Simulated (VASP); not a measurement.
Level of theory: RPBE GGA, VASP's PBE PAW potentials (set 64) (plane waves; VASP 6.6.1).

VASP ran on this input.

**POSCAR**
```
PbTe
1.0
  0.0000000000   3.2300000000   3.2300000000
  3.2300000000   0.0000000000   3.2300000000
  3.2300000000   3.2300000000   0.0000000000
Te Pb
1 1
Cartesian
  3.2300000000   3.2300000000   3.2300000000
  0.0000000000   0.0000000000   0.0000000000
```

**INCAR**
```
ISIF = 3
EDIFF = 1E-6
ENCUT = 520   ! plane-wave cut-off (eV)
GGA = RP   ! RPBE
ALGO = Normal   ! blocked Davidson
LWAVE = .FALSE.
IBRION = 2   ! conjugate gradients
SIGMA = 0.05   ! width (eV)
SYSTEM = PbTe
ISMEAR = 0   ! Gaussian
PREC = Accurate
NSW = 60
LCHARG = .FALSE.
LMAXMIX = 4   ! l cut-off of mixed one-centre charges
EDIFFG = -0.01
NELM = 100   ! most electronic steps
LASPH = .TRUE.   ! aspherical one-centre terms
LREAL = .FALSE.   ! projection in real space or not
```

**KPOINTS**
```
kpoints
0
gamma
  7 7 7
0 0 0
```

POTCAR, in this order: Te Pb_d (PBE.64 set). Program: vasp_std.

What VASP printed:

**OSZICAR**
```
       N       E                     dE             d eps       ncg     rms          rms(c)
DAV:   1     0.151865914214E+03    0.15187E+03   -0.92214E+03   560   0.137E+03
DAV:   2     0.407268069498E+01   -0.14779E+03   -0.14532E+03   596   0.333E+02
DAV:   3    -0.660372561414E+01   -0.10676E+02   -0.10646E+02   740   0.964E+01
DAV:   4    -0.687577814443E+01   -0.27205E+00   -0.27198E+00   666   0.192E+01
DAV:   5    -0.688558026694E+01   -0.98021E-02   -0.98020E-02   770   0.304E+00    0.340E+00
DAV:   6    -0.677307938984E+01    0.11250E+00   -0.27339E-01   746   0.408E+00    0.213E+00
DAV:   7    -0.677300340074E+01    0.75989E-04   -0.95153E-02   688   0.173E+00    0.955E-01
DAV:   8    -0.677657033625E+01   -0.35669E-02   -0.11948E-02   584   0.129E+00    0.171E-01
DAV:   9    -0.677656649826E+01    0.38380E-05   -0.10105E-03   800   0.428E-01    0.793E-02
DAV:  10    -0.677669597354E+01   -0.12948E-03   -0.24771E-04   560   0.112E-01    0.184E-02
DAV:  11    -0.677671587442E+01   -0.19901E-04   -0.89567E-05   652   0.100E-01    0.181E-02
DAV:  12    -0.677671523008E+01    0.64434E-06   -0.50274E-06   710   0.159E-02
   1 F= -.67767152E+01 E0= -.67767152E+01  d E =-.677672E+01
       N       E                     dE             d eps       ncg     rms          rms(c)
DAV:   1    -0.879301366483E+01   -0.20163E+01   -0.72169E+01   680   0.168E+02    0.729E+00
DAV:   2    -0.717962739400E+01    0.16134E+01   -0.33988E+00   680   0.326E+01    0.291E+00
DAV:   3    -0.683823697899E+01    0.34139E+00   -0.15252E+00   686   0.202E+01    0.664E-01
DAV:   4    -0.683889298335E+01   -0.65600E-03   -0.27003E-02   608   0.189E+00    0.448E-01
DAV:   5    -0.683848326296E+01    0.40972E-03   -0.60373E-03   644   0.712E-01    0.135E-01
DAV:   6    -0.683843455201E+01    0.48711E-04   -0.61003E-04   732   0.399E-01    0.437E-02
DAV:   7    -0.683847161498E+01   -0.37063E-04   -0.54183E-05   560   0.611E-02    0.808E-03
DAV:   8    -0.683847648735E+01   -0.48724E-05   -0.10602E-05   742   0.482E-02    0.624E-03
DAV:   9    -0.683847635130E+01    0.13605E-06   -0.18230E-06   492   0.724E-03
   2 F= -.68384764E+01 E0= -.68384764E+01  d E =-.617611E-01
       N       E                     dE             d eps       ncg     rms          rms(c)
DAV:   1    -0.691483878697E+01   -0.76362E-01   -0.23386E+00   680   0.261E+01    0.143E+00
DAV:   2    -0.685236305926E+01    0.62476E-01   -0.12668E-01   686   0.636E+00    0.538E-01
DAV:   3    -0.684137206757E+01    0.10991E-01   -0.47543E-02   686   0.356E+00    0.108E-01
DAV:   4    -0.684147072483E+01   -0.98657E-04   -0.75988E-04   560   0.278E-01    0.795E-02
DAV:   5    -0.684153364691E+01   -0.62922E-04   -0.21771E-04   604   0.132E-01    0.180E-02
DAV:   6    -0.684153406420E+01   -0.41729E-06   -0.16959E-05   748   0.677E-02    0.593E-03
DAV:   7    -0.684153198834E+01    0.20759E-05   -0.21465E-06   528   0.119E-02    0.114E-03
DAV:   8    -0.684153204864E+01   -0.60297E-07   -0.54559E-08   298   0.210E-03
   3 F= -.68415320E+01 E0= -.68415320E+01  d E =-.648168E-01
```

### OUTCAR
```
------------------------ aborting loop because EDIFF is reached ----------------------------------------
  FORCE on cell =-STRESS in cart. coord.  units (eV):
  Direction    XX          YY          ZZ          XY          YZ          ZX
  --------------------------------------------------------------------------------------
  Total        0.0056511      0.0056511      0.0056511      0.0000000      0.0000000     -0.0000000
  in kB        0.1230499      0.1230499      0.1230499      0.0000000      0.0000000     -0.0000000
  external PRESSURE =       0.1230499 kB  Pullay stress =       0.0000000 kB
  volume of cell :       73.58
      direct lattice vectors                 reciprocal lattice vectors
     0.000000000  3.325905138  3.325905138    -0.150335015  0.150335015  0.150335015
     3.325905138  0.000000000  3.325905138     0.150335015 -0.150335015  0.150335015
     3.325905138  3.325905138  0.000000000     0.150335015  0.150335015 -0.150335015
  FREE ENERGIE OF THE ION-ELECTRON SYSTEM (eV)
  ---------------------------------------------------
  free  energy   TOTEN  =        -6.8415320486 eV

  energy  without entropy=       -6.8415320486  energy(sigma->0) =       -6.84153205

 reached required accuracy - stopping structural energy minimisation
```
(Selected blocks of OUTCAR.)

File CONTCAR:
```
PbTe
   1.00000000000000
     0.0000000000000000    3.3259051377961604    3.3259051377961604
     3.3259051377961604    0.0000000000000000    3.3259051377961604
     3.3259051377961604    3.3259051377961604    0.0000000000000000
  Te              Pb
     1     1
Direct
     0.5000000000000000    0.5000000000000000    0.5000000000000000
     0.0000000000000000    0.0000000000000000    0.0000000000000000
```

Energy and stress use the plane-wave basis of the starting cell.

The compound is PbTe in the rock salt structure. This run relaxes it. Symmetry was kept, so distortions that lower it aren't found.
